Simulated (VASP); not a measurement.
Cu:

```
CELL_PARAMETERS angstrom
0.00000 1.80750 1.80750
1.80750 0.00000 1.80750
1.80750 1.80750 0.00000
ATOMIC_POSITIONS crystal
Cu 0.00000 0.00000 0.00000
```

```yaml
Program: VASP 6.6.1
Task: relaxation of cell and atoms
Functional: PBE
Dispersion: D3(BJ)
Potentials_or_basis: VASP PAW PBE potentials, release 64 (Cu)
Cutoff: 520 eV
k_mesh: 20 × 20 × 20
Occupations: gaussian, width 0.1 eV
Spin: no spin polarisation
```

At the start: pressure -5.9 GPa; volume 11.81 Å³/atom.

Question: Where does the relaxation end?

Answer: Over 3 steps the energy falls by 8.9 meV/atom and the volume is 11.35 Å³/atom (-3.9 %); space group Fm-3m (No. 225, to 0.05 Å).

The path:
| step | energy change (eV) | largest force (eV/Å) | pressure (GPa) | volume (Å³) |
| --- | --- | --- | --- | --- |
| 1 | 0.0000 | 0.0000 | -5.92 | 11.81 |
| 2 | -0.0054 | 0.0000 | 4.25 | 11.08 |
| 3 | -0.0089 | 0.0000 | 0.00 | 11.35 |

Final structure:
```
CELL_PARAMETERS angstrom
0.00000 1.78374 1.78374
1.78374 0.00000 1.78374
1.78374 1.78374 0.00000
ATOMIC_POSITIONS crystal
Cu 0.00000 0.00000 0.00000
```

Caveat: pairwise dispersion overbinds metals, which lowers pressure and volume.
